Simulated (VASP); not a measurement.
Method: r2SCAN meta-GGA, VASP's PBE PAW potentials (set 64) (plane waves; VASP).

VASP input:

**INCAR**
```
SYSTEM = CoGe
PREC = Accurate
ENCUT = 400
EDIFF = 1E-7
NELM = 100
ALGO = Normal
LREAL = .FALSE.
LASPH = .TRUE.
ISMEAR = -5
METAGGA = R2SCAN
LMIXTAU = .TRUE.
LMAXMIX = 4
LWAVE = .FALSE.
LCHARG = .FALSE.
LORBIT = 11
NEDOS = 601
ISIF = 2
LEFG = .TRUE.
```

KPOINTS_OPT:
```
k-points along high-symmetry lines
6
Line-mode
Reciprocal
  0.000000   0.000000   0.000000 ! GAMMA
 -0.276176   0.276176   0.000000 ! C

 -0.723824  -0.276176   0.000000 ! C_2
 -0.500000  -0.500000   0.000000 ! Y_2

 -0.500000  -0.500000   0.000000 ! Y_2
  0.000000   0.000000   0.000000 ! GAMMA

  0.000000   0.000000   0.000000 ! GAMMA
 -0.500000  -0.500000   0.500000 ! M_2

 -0.500000  -0.500000   0.500000 ! M_2
 -0.734129  -0.265871   0.500000 ! D

 -0.265871   0.265871   0.500000 ! D_2
  0.000000   0.000000   0.500000 ! A

  0.000000   0.000000   0.500000 ! A
  0.000000   0.000000   0.000000 ! GAMMA

 -0.500000   0.000000   0.500000 ! L_2
  0.000000   0.000000   0.000000 ! GAMMA

  0.000000   0.000000   0.000000 ! GAMMA
 -0.500000   0.000000   0.000000 ! V_2
```

**POSCAR**
```
CoGe
11.571650
  0.4999999948  -0.1604454242  -0.0005521293
  0.4999999948   0.1604454242  -0.0005521293
 -0.0695842458   0.0000000000   0.4147670904
Co Ge
4 4
Cart
  0.9304157437   0.0000000000   0.4136628317
  0.9652078666   0.0000000000   0.2062792865
  0.7566730264   0.0000000000   0.2785214891
  0.1737427173  -0.0000000000   0.1351413426
  0.8037116015   0.0000000000   0.0741278271
  0.1267041422  -0.0000000000   0.3395350046
  0.5502542556  -0.0000000000   0.1161658164
  0.3801614881   0.0000000000   0.2974970154
```

### KPOINTS
```
Regular mesh
0
G
10 10 7
```

POTCAR, in this order: Co Ge_d (PBE.64 set). Program: vasp_std.

What VASP printed:

OSZICAR:
```
       N       E                     dE             d eps       ncg     rms          rms(c)
DAV:   1     0.883397061299E+03    0.88340E+03   -0.33929E+04 25299   0.396E+03
DAV:   2     0.757311535291E+02   -0.80767E+03   -0.77857E+03 21560   0.953E+02
DAV:   3    -0.110399523223E+03   -0.18613E+03   -0.17914E+03 21602   0.269E+02
DAV:   4    -0.124323636750E+03   -0.13924E+02   -0.13718E+02 24622   0.859E+01
DAV:   5    -0.124719153868E+03   -0.39552E+00   -0.39504E+00 24536   0.153E+01    0.251E+01
DAV:   6    -0.125233832371E+03   -0.51468E+00   -0.11951E+02 23281   0.101E+02    0.339E+01
DAV:   7    -0.109925308089E+03    0.15309E+02   -0.41712E+01 23777   0.845E+01    0.957E+00
DAV:   8    -0.110998172219E+03   -0.10729E+01   -0.19311E+01 33250   0.561E+01    0.184E+01
DAV:   9    -0.108988422446E+03    0.20097E+01   -0.11400E+01 30918   0.331E+01    0.406E+00
DAV:  10    -0.109123788204E+03   -0.13537E+00   -0.12688E+00 28808   0.130E+01    0.489E+00
DAV:  11    -0.108962680840E+03    0.16111E+00   -0.53665E-01 25212   0.110E+01    0.153E+00
DAV:  12    -0.108973834578E+03   -0.11154E-01   -0.16995E-01 23627   0.348E+00    0.774E-01
DAV:  13    -0.108973194907E+03    0.63967E-03   -0.22772E-02 25301   0.166E+00    0.266E-01
DAV:  14    -0.108976779825E+03   -0.35849E-02   -0.56421E-03 24185   0.695E-01    0.188E-01
DAV:  15    -0.108976588808E+03    0.19102E-03   -0.14546E-03 26417   0.519E-01    0.816E-02
DAV:  16    -0.108976825791E+03   -0.23698E-03   -0.62943E-04 24966   0.200E-01    0.337E-02
DAV:  17    -0.108976878098E+03   -0.52307E-04   -0.16501E-04 25165   0.949E-02    0.127E-02
DAV:  18    -0.108976899314E+03   -0.21216E-04   -0.53305E-05 23787   0.549E-02    0.853E-03
DAV:  19    -0.108976905555E+03   -0.62415E-05   -0.16787E-05 25342   0.447E-02    0.495E-03
DAV:  20    -0.108976908595E+03   -0.30392E-05   -0.32627E-06 24412   0.181E-02    0.167E-03
DAV:  21    -0.108976909943E+03   -0.13479E-05   -0.40382E-07 21063   0.460E-03    0.101E-03
DAV:  22    -0.108976910280E+03   -0.33712E-06   -0.83638E-08 13328   0.456E-03    0.799E-04
DAV:  23    -0.108976910241E+03    0.38901E-07   -0.66981E-08 12579   0.294E-03
   1 F= -.10897691E+03 E0= -.10897691E+03  d E =0.000000E+00
       N       E                     dE             ncg
```

File OUTCAR:
```
------------------------ aborting loop because EDIFF is reached ----------------------------------------
  FORCE on cell =-STRESS in cart. coord.  units (eV):
  Direction    XX          YY          ZZ          XY          YZ          ZX
  --------------------------------------------------------------------------------------
  Total        0.1451568     -0.1161640      0.1424917      0.0000000      0.0000000      0.0767212
  in kB        2.2558544     -1.8052828      2.2144367      0.0000000      0.0000000      1.1923090
  external PRESSURE =       0.8883361 kB  Pullay stress =       0.0000000 kB
  volume of cell :      103.09
      direct lattice vectors                 reciprocal lattice vectors
     5.785824939 -1.856618292 -0.006389047     0.086434113 -0.269306837  0.014500795
     5.785824939  1.856618292 -0.006389047     0.086434113  0.269306837  0.014500795
    -0.805204538  0.000000000  4.799539601     0.000230119  0.000000000  0.208391924
 POSITION                                       TOTAL-FORCE (eV/Angst)
 -----------------------------------------------------------------------------------
      0.00000      0.00000      0.00000        -0.000000     -0.000000     -0.000000
     -0.40260      0.00000      2.39977        -0.000000      0.000000     -0.000000
      8.75596      0.00000      3.22295         0.018380      0.000000      0.030721
      2.01049      0.00000      1.56381        -0.018380      0.000000     -0.030721
      9.30027      0.00000      0.85778        -0.015066      0.000000     -0.004979
      1.46618      0.00000      3.92898         0.015066      0.000000      0.004979
      6.36735      0.00000      1.34423        -0.019093      0.000000      0.009724
      4.39910      0.00000      3.44253         0.019093      0.000000     -0.009724
 -----------------------------------------------------------------------------------
    total drift:                               -0.000000     -0.000000      0.000000
  FREE ENERGIE OF THE ION-ELECTRON SYSTEM (eV)
  ---------------------------------------------------
  free  energy   TOTEN  =      -108.9769102407 eV

  energy  without entropy=     -108.9769102407  energy(sigma->0) =     -108.97691024

 total charge

# of ion       s       p       d       tot
------------------------------------------
    1        0.471   0.629   7.522   8.622
    2        0.488   0.635   7.547   8.670
    3        0.442   0.558   7.501   8.501
    4        0.442   0.558   7.501   8.501
    5        1.096   1.208  10.096  12.400
    6        1.096   1.208  10.096  12.400
    7        1.111   1.283  10.120  12.514
    8        1.111   1.283  10.120  12.514
--------------------------------------------------
tot          6.258   7.363  70.502  84.123
```
(Selected blocks of OUTCAR.)

OUTCAR:
```
 val. band max:        9.3145626988   @ k =   0.2000  -0.0000   0.4286

 cond. band min:       9.2699024448   @ k =  -0.4000   0.3000  -0.0000


 Fermi energy:         9.2926726835

 k-point     1 :       0.0000    0.0000    0.0000
  band No.  band energies     occupation
      1     -15.9737      2.00000
      2     -15.9465      2.00000
      3     -15.9431      2.00000
      4     -15.9296      2.00000
      5     -15.9267      2.00000
      6     -15.9016      2.00000
      7     -15.8928      2.00000
      8     -15.8806      2.00000
      9     -15.8772      2.00000
     10     -15.8760      2.00000
     11     -15.8736      2.00000
     12     -15.8729      2.00000
     13     -15.8658      2.00000
     14     -15.8575      2.00000
     15     -15.8506      2.00000
     16     -15.8377      2.00000
     17     -15.8338      2.00000
     18     -15.8248      2.00000
     19     -15.8122      2.00000
     20     -15.8056      2.00000
     21      -4.2401      2.00000
     22      -0.3714      2.00000
     23       0.2926      2.00000
     24       1.1608      2.00000
     25       3.3276      2.00000
     26       4.0307      2.00000
     27       4.9665      2.00000
     28       5.2791      2.00000
     29       5.6954      2.00000
     30       6.0146      2.00000
     31       6.1691      2.00000
     32       6.4210      2.00000
     33       6.6323      2.00000
     34       6.7646      2.00000
     35       6.8522      2.00000
     36       7.1381      2.00000
     37       7.5693      2.00000
     38       8.0311      2.00000
     39       8.0639      2.00000
     40       8.2112      2.00000
     41       8.3371      2.00000
     42       8.3660      2.00000
     43       8.7450      2.00000
     44       8.7782      2.00000
     45       9.1236      2.00000
     46       9.9956      0.00000
     47      10.2250      0.00000
     48      10.3379      0.00000
     49      10.9972      0.00000
     50      11.2853      0.00000
     51      11.9505      0.00000
...
```

For a metal the tetrahedron method with Blöchl corrections gives inexact stress and forces.

The structure comes from a computed database's CoGe entry (C2/m); how it stands against other phases isn't given here. It was relaxed first. The run is not spin-polarised, so no magnetic state was tried.
